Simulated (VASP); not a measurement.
# MnSiSe3 (Pm-3m) in VASP: further runs, part 2 of 2

VASP 6.6.1. The steps go on from the part before.

### Step 4. Band structure, revPBE, collinear spin, ferromagnetic start

Input file INCAR:

```
SYSTEM = MnSiSe3
PREC = Accurate
ENCUT = 520
EDIFF = 1E-7
ISMEAR = -1
SIGMA = 0.05
LREAL = .False.
LASPH = .True.
NELM = 150
ALGO = Normal
ISIF = 2
LWAVE = .False.
LCHARG = .False.
ISPIN = 2
MAGMOM = 4 0 0 0 0
LORBIT = 11
LMAXMIX = 4
GGA = RE
NBANDS = 30
```

Input file KPOINTS:

```
regular mesh
0
Gamma
  5 5 5
  0 0 0
```

Input file POSCAR:

```
MnSiSe3
1.0
    4.8341200000      0.0000000000      0.0000000000
    0.0000000000      4.8341200000      0.0000000000
    0.0000000000      0.0000000000      4.8341200000
Mn Si Se
1 1 3
Direct
    0.0000000000      0.0000000000      0.0000000000
    0.5000000000      0.5000000000      0.5000000000
    0.0000000000      0.5000000000      0.5000000000
    0.5000000000      0.0000000000      0.5000000000
    0.5000000000      0.5000000000      0.0000000000
```

Input file KPOINTS_OPT:

```
path GXMGRX,MR
10
line-mode
reciprocal
 0.0000000000  0.0000000000  0.0000000000  G
 0.0000000000  0.5000000000  0.0000000000  X

 0.0000000000  0.5000000000  0.0000000000  X
 0.5000000000  0.5000000000  0.0000000000  M

 0.5000000000  0.5000000000  0.0000000000  M
 0.0000000000  0.0000000000  0.0000000000  G

 0.0000000000  0.0000000000  0.0000000000  G
 0.5000000000  0.5000000000  0.5000000000  R

 0.5000000000  0.5000000000  0.5000000000  R
 0.0000000000  0.5000000000  0.0000000000  X

 0.5000000000  0.5000000000  0.0000000000  M
 0.5000000000  0.5000000000  0.5000000000  R
```

Potentials or basis: VASP PAW PBE potentials, release 64 (Mn_pv, Si, Se).

Started as:

```sh
cat potpaw_PBE.64/Mn_pv/POTCAR potpaw_PBE.64/Si/POTCAR potpaw_PBE.64/Se/POTCAR > POTCAR
mpirun -np 1 vasp_std > vasp.out
```

OUTCAR:

```text
SYSTEM = MnSiSe3
   PREC = Accurate
   ENCUT = 520
   EDIFF = 1E-7
   ISMEAR = -1
   LREAL = .False.
   LASPH = .True.
   NELM = 150
   ISIF = 2
   ISPIN = 2
   LORBIT = 11
   GGA = RE

 ion  position               nearest neighbor table
   1  0.000  0.000  0.000-
   2  0.500  0.500  0.500-   3 2.42   4 2.42   5 2.42   5 2.42   4 2.42   3 2.42
   3  0.000  0.500  0.500-   2 2.42   2 2.42
   4  0.500  0.000  0.500-   2 2.42   2 2.42
   5  0.500  0.500  0.000-   2 2.42   2 2.42

  LATTYP: Found a simple cubic cell.
 ALAT       =     4.8341200000

  Lattice vectors:

 A1 = (   4.8341200000,   0.0000000000,   0.0000000000)
 A2 = (   0.0000000000,   4.8341200000,   0.0000000000)
 A3 = (   0.0000000000,   0.0000000000,   4.8341200000)

Analysis of symmetry for initial positions (statically):
=====================================================================
 Subroutine PRICEL returns:
 Original cell was already a primitive cell.

 Routine SETGRP: Setting up the symmetry group for a
 simple cubic supercell.

 Subroutine GETGRP returns: Found 48 space group operations
 (whereof 48 operations were pure point group operations)
 out of a pool of 48 trial point group operations.

The static configuration has the point symmetry O_h .

Analysis of symmetry for dynamics (positions and initial velocities):
=====================================================================
 Subroutine PRICEL returns:
 Original cell was already a primitive cell.

 Routine SETGRP: Setting up the symmetry group for a
 simple cubic supercell.

 Subroutine GETGRP returns: Found 48 space group operations
 (whereof 48 operations were pure point group operations)
 out of a pool of 48 trial point group operations.

The dynamic configuration has the point symmetry O_h .

Analysis of structural, dynamic, and magnetic symmetry:
[... 153 lines left out ...]
 val. band max:        4.4870486347   @ k =   0.4000   0.2000   0.2000
 cond. band min:       4.5609218366   @ k =   0.4000   0.4000   0.0000
 fundamental gap:      0.0738732019
 Fermi energy:         4.4908319293

 spin component 1

 k-point     1 :       0.0000    0.0000    0.0000
  band No.  band energies     occupation
      1     -46.9298      1.00000
      2     -46.9298      1.00000
      3     -46.9298      1.00000
      4     -10.5435      1.00000
      5      -7.5740      1.00000
      6      -7.5740      1.00000
[... 309 lines left out ...]
     28      10.8210      0.00000
     29      13.2720      0.00000
 Fermi energy:         4.4908319293

 spin component 2

 k-point     1 :       0.0000    0.0000    0.0000
  band No.  band energies     occupation
      1     -42.1029      1.00000
      2     -42.1029      1.00000
      3     -42.1029      1.00000
      4     -10.4612      1.00000
      5      -7.5049      1.00000
      6      -7.5049      1.00000
[... 309 lines left out ...]
     28      11.7260      0.00000
     29      13.6948      0.00000
 [bands above 29 left out]

------------------------ aborting loop because EDIFF is reached ----------------------------------------

  FORCE on cell =-STRESS in cart. coord.  units (eV):
  Direction    XX          YY          ZZ          XY          YZ          ZX
  --------------------------------------------------------------------------------------
  -------------------------------------------------------------------------------------
  Total        0.9283076      0.9283076      0.9283076      0.0000000      0.0000000      0.0000000
  in kB       13.1658894     13.1658894     13.1658894      0.0000000      0.0000000      0.0000000
  external PRESSURE =      13.1658894 kB  Pullay stress =       0.0000000 kB

 VOLUME and BASIS-vectors are now :
 -----------------------------------------------------------------------------
  energy-cutoff  :      520.00
  volume of cell :      112.97
      direct lattice vectors                 reciprocal lattice vectors
     4.834120000  0.000000000  0.000000000     0.206862883  0.000000000  0.000000000
     0.000000000  4.834120000  0.000000000     0.000000000  0.206862883  0.000000000
     0.000000000  0.000000000  4.834120000     0.000000000  0.000000000  0.206862883

 POSITION                                       TOTAL-FORCE (eV/Angst)
 -----------------------------------------------------------------------------------
      0.00000      0.00000      0.00000         0.000000      0.000000      0.000000
      2.41706      2.41706      2.41706         0.000000      0.000000      0.000000
      0.00000      2.41706      2.41706         0.000000      0.000000      0.000000
      2.41706      0.00000      2.41706         0.000000      0.000000      0.000000
      2.41706      2.41706      0.00000         0.000000      0.000000      0.000000
 -----------------------------------------------------------------------------------
    total drift:                                0.000000      0.000000      0.000000

  FREE ENERGIE OF THE ION-ELECTRON SYSTEM (eV)
  ---------------------------------------------------
  free  energy   TOTEN  =       -21.7111800615 eV

  energy  without entropy=      -21.6921227592  energy(sigma->0) =      -21.70165141

 total charge

# of ion       s       p       d       tot
------------------------------------------
    1        0.180   6.043   4.866  11.089
    2        0.792   0.724   0.000   1.516
    3        1.476   2.311   0.042   3.829
    4        1.476   2.311   0.042   3.829
    5        1.476   2.311   0.042   3.829
--------------------------------------------------
tot          5.401  13.699   4.991  24.092

 magnetization (x)

# of ion       s       p       d       tot
------------------------------------------
    1        0.085   0.018   4.421   4.524
    2        0.026   0.030   0.000   0.057
    3        0.005   0.046   0.005   0.055
    4        0.005   0.046   0.005   0.055
    5        0.005   0.046   0.005   0.055
--------------------------------------------------
tot          0.125   0.186   4.435   4.747
```

OSZICAR:

```text
N       E                     dE             d eps       ncg     rms          rms(c)
DAV:   1     0.222994498655E+03    0.22299E+03   -0.16398E+04  1328   0.104E+03
DAV:   2    -0.580014677507E+01   -0.22879E+03   -0.21379E+03  1308   0.247E+02
DAV:   3    -0.242367842072E+02   -0.18437E+02   -0.17787E+02  1526   0.709E+01
DAV:   4    -0.245913606326E+02   -0.35458E+00   -0.35093E+00  1398   0.988E+00
DAV:   5    -0.245956034134E+02   -0.42428E-02   -0.42418E-02  1454   0.125E+00    0.177E+01
DAV:   6    -0.514600085920E+02   -0.26864E+02   -0.30122E+01  1352   0.448E+01    0.624E+01
DAV:   7    -0.201704989435E+02    0.31290E+02   -0.32884E+01  1364   0.421E+01    0.169E+01
DAV:   8    -0.213346565918E+02   -0.11642E+01   -0.10988E+00  1322   0.620E+00    0.928E+00
DAV:   9    -0.213171039339E+02    0.17553E-01   -0.92939E-01  1206   0.858E+00    0.741E+00
DAV:  10    -0.216877069018E+02   -0.37060E+00   -0.21044E-01  1230   0.335E+00    0.278E+00
[... 58 further cycles ...]
DAV:   1    -0.660220016516E+03   -0.10954E+05     1360
DAV:   2    -0.273071123684E+04   -0.20705E+04     1308
DAV:   3    -0.287733678722E+04   -0.14663E+03     1540
DAV:   4    -0.288025400724E+04   -0.29172E+01     1392
DAV:   5    -0.288029033392E+04   -0.36327E-01     1434
DAV:   6    -0.288029126841E+04   -0.93449E-03     1424
DAV:   7    -0.288029130486E+04   -0.36446E-04     1458
DAV:   8    -0.288029130666E+04   -0.18019E-05     1362
DAV:   9    -0.288029130676E+04   -0.10279E-06     1152
DAV:  10    -0.288029130677E+04   -0.57785E-08      982
```

Run time: 2.4 min. Hardware: 1 thread of Intel Xeon Platinum 8488C (Sapphire Rapids), shared host; peak memory 0.28 GiB.

Results:

* Free energy: -21.7112 eV
* Pressure: 1.3 GPa
* Band gap along the path: none (metal or under the smearing width)
* Net moment: 5.29 μB per cell
* Site moments: Mn +4.52; Si +0.06; Se +0.06 μB
* Valence electrons inside the program's atomic spheres: Mn 11.09; Si 1.52; Se 3.83

Levels at the corners of the path, in eV from the Fermi level:
Spin up:
```csv
point,band 16,band 17,band 18,band 19,band 20,band 21,band 22,band 23,band 24,band 25
Γ,-1.06,-1.06,-1.06,-1.02,-1.02,-1.02,-0.29,4.57,4.57,4.57
X,-2.43,-2.43,-1.32,-0.65,-0.65,0.74,0.83,3.57,4.38,4.86
X,-2.43,-2.43,-1.32,-0.65,-0.65,0.74,0.83,3.57,4.38,4.86
M,-2.49,-1.74,-1.74,-1.62,0.66,1.38,2.04,2.04,3.06,3.38
M,-2.49,-1.74,-1.74,-1.62,0.66,1.38,2.04,2.04,3.06,3.38
Γ,-1.06,-1.06,-1.06,-1.02,-1.02,-1.02,-0.29,4.57,4.57,4.57
Γ,-1.06,-1.06,-1.06,-1.02,-1.02,-1.02,-0.29,4.57,4.57,4.57
R,-1.58,-1.58,-1.16,0.62,0.62,0.62,1.79,1.79,1.79,5.42
R,-1.58,-1.58,-1.16,0.62,0.62,0.62,1.79,1.79,1.79,5.42
X,-2.43,-2.43,-1.32,-0.65,-0.65,0.74,0.83,3.57,4.38,4.86
M,-2.49,-1.74,-1.74,-1.62,0.66,1.38,2.04,2.04,3.06,3.38
R,-1.58,-1.58,-1.16,0.62,0.62,0.62,1.79,1.79,1.79,5.42
```
Spin down:
```
point  band 12  band 13  band 14  band 15  band 16  band 17  band 18  band 19
    Γ    -1.01    -1.01    -0.87    -0.87    -0.87     0.65     0.65     0.66
    X    -2.32    -1.95    -1.08    -1.08     0.72     0.77     0.92     1.31
    X    -2.32    -1.95    -1.08    -1.08     0.72     0.77     0.92     1.31
    M    -2.35    -2.35    -1.55     0.26     0.71     0.84     1.24     1.24
    M    -2.35    -2.35    -1.55     0.26     0.71     0.84     1.24     1.24
    Γ    -1.01    -1.01    -0.87    -0.87    -0.87     0.65     0.65     0.66
    Γ    -1.01    -1.01    -0.87    -0.87    -0.87     0.65     0.65     0.66
    R    -1.51     0.34     0.69     0.69     0.69     0.80     0.80     0.80
    R    -1.51     0.34     0.69     0.69     0.69     0.80     0.80     0.80
    X    -2.32    -1.95    -1.08    -1.08     0.72     0.77     0.92     1.31
    M    -2.35    -2.35    -1.55     0.26     0.71     0.84     1.24     1.24
    R    -1.51     0.34     0.69     0.69     0.69     0.80     0.80     0.80
```

Caveat: the PAW data sets were made with another functional, which shifts forces and pressure a little; a cell with one magnetic atom can't hold antiferromagnetic order, which such compounds often take; semilocal functionals often make such compounds metallic where correlation or magnetic order opens a gap, which also shifts bond lengths.

### Step 5. Band structure, BLYP, collinear spin, ferromagnetic start

INCAR: that of step 4 with these lines changed.

```diff
@@ -17,3 +17,7 @@
 LMAXMIX = 4
-GGA = RE
+GGA = B5
+ALDAX = 1.0
+AGGAX = 1.0
+AGGAC = 1.0
+ALDAC = 0.0
 NBANDS = 30
```

KPOINTS is that of step 4.

POSCAR is that of step 4.

KPOINTS_OPT is that of step 4.

Started as:

```sh
cat potpaw_PBE.64/Mn_pv/POTCAR potpaw_PBE.64/Si/POTCAR potpaw_PBE.64/Se/POTCAR > POTCAR
mpirun -np 1 vasp_std > vasp.out
```

It took 2.5 min on 1 thread of Intel Xeon Platinum 8488C (Sapphire Rapids), shared host; peak memory 0.28 GiB.

The run converged. Its results:

```
Free energy                                           : -19.2966 eV
Pressure                                              : 4.5 GPa
Band gap along the path                               : none (metal or under the smearing width)
Net moment                                            : 5.14 μB per cell
Site moments                                          : Mn +4.42; Si +0.03; Se +0.07 μB
Valence electrons inside the program's atomic spheres : Mn 11.15; Si 1.52; Se 3.87
```

Levels at the corners of the path, in eV from the Fermi level:
Spin up:
| point | band 17 | band 18 | band 19 | band 20 | band 21 | band 22 | band 23 | band 24 |
| --- | --- | --- | --- | --- | --- | --- | --- | --- |
| Γ | -1.01 | -1.01 | -0.96 | -0.96 | -0.96 | -0.12 | 4.95 | 4.95 |
| X | -2.29 | -1.19 | -0.59 | -0.59 | 0.79 | 0.96 | 3.86 | 4.39 |
| X | -2.29 | -1.19 | -0.59 | -0.59 | 0.79 | 0.96 | 3.86 | 4.39 |
| M | -1.58 | -1.58 | -1.58 | 0.67 | 1.52 | 2.16 | 2.16 | 3.02 |
| M | -1.58 | -1.58 | -1.58 | 0.67 | 1.52 | 2.16 | 2.16 | 3.02 |
| Γ | -1.01 | -1.01 | -0.96 | -0.96 | -0.96 | -0.12 | 4.95 | 4.95 |
| Γ | -1.01 | -1.01 | -0.96 | -0.96 | -0.96 | -0.12 | 4.95 | 4.95 |
| R | -1.54 | -0.91 | 0.63 | 0.63 | 0.63 | 1.90 | 1.90 | 1.90 |
| R | -1.54 | -0.91 | 0.63 | 0.63 | 0.63 | 1.90 | 1.90 | 1.90 |
| X | -2.29 | -1.19 | -0.59 | -0.59 | 0.79 | 0.96 | 3.86 | 4.39 |
| M | -1.58 | -1.58 | -1.58 | 0.67 | 1.52 | 2.16 | 2.16 | 3.02 |
| R | -1.54 | -0.91 | 0.63 | 0.63 | 0.63 | 1.90 | 1.90 | 1.90 |
Spin down:
```tsv
point	band 13	band 14	band 15	band 16	band 17	band 18
Γ	-0.95	-0.85	-0.85	-0.85	0.49	0.49
X	-1.89	-1.08	-1.08	0.55	0.61	0.89
X	-1.89	-1.08	-1.08	0.55	0.61	0.89
M	-2.26	-1.52	0.18	0.55	0.66	1.09
M	-2.26	-1.52	0.18	0.55	0.66	1.09
Γ	-0.95	-0.85	-0.85	-0.85	0.49	0.49
Γ	-0.95	-0.85	-0.85	-0.85	0.49	0.49
R	0.12	0.62	0.62	0.62	0.70	0.70
R	0.12	0.62	0.62	0.62	0.70	0.70
X	-1.89	-1.08	-1.08	0.55	0.61	0.89
M	-2.26	-1.52	0.18	0.55	0.66	1.09
R	0.12	0.62	0.62	0.62	0.70	0.70
```

Caveat: the PAW data sets were made with another functional, which shifts forces and pressure a little; a cell with one magnetic atom can't hold antiferromagnetic order, which such compounds often take; semilocal functionals often make such compounds metallic where correlation or magnetic order opens a gap, which also shifts bond lengths.

### Step 6. Band structure, AM05, collinear spin, ferromagnetic start

INCAR: that of step 5 with these lines changed.

```diff
@@ -17,7 +17,3 @@
 LMAXMIX = 4
-GGA = B5
-ALDAX = 1.0
-AGGAX = 1.0
-AGGAC = 1.0
-ALDAC = 0.0
+GGA = AM
 NBANDS = 30
```

KPOINTS is that of step 5.

POSCAR is that of step 5.

KPOINTS_OPT is that of step 5.

Potentials or basis: VASP PAW PBE potentials, release 64 (Mn_pv, Si, Se).

Started as:

```sh
cat potpaw_PBE.64/Mn_pv/POTCAR potpaw_PBE.64/Si/POTCAR potpaw_PBE.64/Se/POTCAR > POTCAR
mpirun -np 1 vasp_std > vasp.out
```

It took 2.5 min on 1 thread of Intel Xeon Platinum 8488C (Sapphire Rapids), shared host; peak memory 0.28 GiB.

Results (log left out):

| Quantity | Value |
| --- | --- |
| Free energy | -23.7493 eV |
| Pressure | -2.4 GPa |
| Band gap along the path | none (metal or under the smearing width) |
| Net moment | 5.28 μB per cell |
| Site moments | Mn +4.50; Si +0.05; Se +0.06 μB |
| Valence electrons inside the program's atomic spheres | Mn 11.10; Si 1.51; Se 3.81 |

Levels at the corners of the path, in eV from the Fermi level:
Spin up:
| point | band 17 | band 18 | band 19 | band 20 | band 21 | band 22 | band 23 | band 24 |
| --- | --- | --- | --- | --- | --- | --- | --- | --- |
| Γ | -1.06 | -1.06 | -1.02 | -1.02 | -1.02 | -0.31 | 4.49 | 4.49 |
| X | -2.45 | -1.31 | -0.64 | -0.64 | 0.74 | 0.84 | 3.50 | 4.40 |
| X | -2.45 | -1.31 | -0.64 | -0.64 | 0.74 | 0.84 | 3.50 | 4.40 |
| M | -1.73 | -1.73 | -1.61 | 0.68 | 1.41 | 2.03 | 2.03 | 3.06 |
| M | -1.73 | -1.73 | -1.61 | 0.68 | 1.41 | 2.03 | 2.03 | 3.06 |
| Γ | -1.06 | -1.06 | -1.02 | -1.02 | -1.02 | -0.31 | 4.49 | 4.49 |
| Γ | -1.06 | -1.06 | -1.02 | -1.02 | -1.02 | -0.31 | 4.49 | 4.49 |
| R | -1.57 | -1.17 | 0.64 | 0.64 | 0.64 | 1.77 | 1.77 | 1.77 |
| R | -1.57 | -1.17 | 0.64 | 0.64 | 0.64 | 1.77 | 1.77 | 1.77 |
| X | -2.45 | -1.31 | -0.64 | -0.64 | 0.74 | 0.84 | 3.50 | 4.40 |
| M | -1.73 | -1.73 | -1.61 | 0.68 | 1.41 | 2.03 | 2.03 | 3.06 |
| R | -1.57 | -1.17 | 0.64 | 0.64 | 0.64 | 1.77 | 1.77 | 1.77 |
Spin down:
| point | band 13 | band 14 | band 15 | band 16 | band 17 | band 18 |
| --- | --- | --- | --- | --- | --- | --- |
| Γ | -0.96 | -0.84 | -0.84 | -0.84 | 0.60 | 0.60 |
| X | -1.94 | -1.05 | -1.05 | 0.71 | 0.73 | 0.92 |
| X | -1.94 | -1.05 | -1.05 | 0.71 | 0.73 | 0.92 |
| M | -2.33 | -1.54 | 0.27 | 0.71 | 0.79 | 1.25 |
| M | -2.33 | -1.54 | 0.27 | 0.71 | 0.79 | 1.25 |
| Γ | -0.96 | -0.84 | -0.84 | -0.84 | 0.60 | 0.60 |
| Γ | -0.96 | -0.84 | -0.84 | -0.84 | 0.60 | 0.60 |
| R | 0.13 | 0.73 | 0.73 | 0.73 | 0.79 | 0.79 |
| R | 0.13 | 0.73 | 0.73 | 0.73 | 0.79 | 0.79 |
| X | -1.94 | -1.05 | -1.05 | 0.71 | 0.73 | 0.92 |
| M | -2.33 | -1.54 | 0.27 | 0.71 | 0.79 | 1.25 |
| R | 0.13 | 0.73 | 0.73 | 0.73 | 0.79 | 0.79 |

Caveat: the PAW data sets were made with another functional, which shifts forces and pressure a little; a cell with one magnetic atom can't hold antiferromagnetic order, which such compounds often take; semilocal functionals often make such compounds metallic where correlation or magnetic order opens a gap, which also shifts bond lengths.

### Step 7. The runs side by side

| level | pressure (GPa) | moment (μB) |
| --- | --- | --- |
| PBEsol | -2.5 | 5.29 |
| RPBE | 1.7 | 5.28 |
| revPBE | 1.3 | 5.29 |
| BLYP | 4.5 | 5.14 |
| AM05 | -2.4 | 5.28 |

Alike in all rows: task band structure; potentials or basis VASP PAW PBE potentials, release 64 (Mn_pv, Si, Se); spin collinear, ferromagnetic start; cell as given; k mesh 5 × 5 × 5; cutoff (eV) 520; smearing fermi-dirac 0.05 eV.

The pressure there spans -2.5 GPa (PBEsol) to 4.5 GPa (BLYP); a positive pressure means that this level wants a larger cell, a negative one a smaller.

Caveats: the PAW data sets were made with another functional, which shifts forces and pressure a little; a cell with one magnetic atom can't hold antiferromagnetic order, which such compounds often take; semilocal functionals often make such compounds metallic where correlation or magnetic order opens a gap, which also shifts bond lengths.

Total energies depend on the potentials used, so only differences within one code and one set of settings carry meaning.
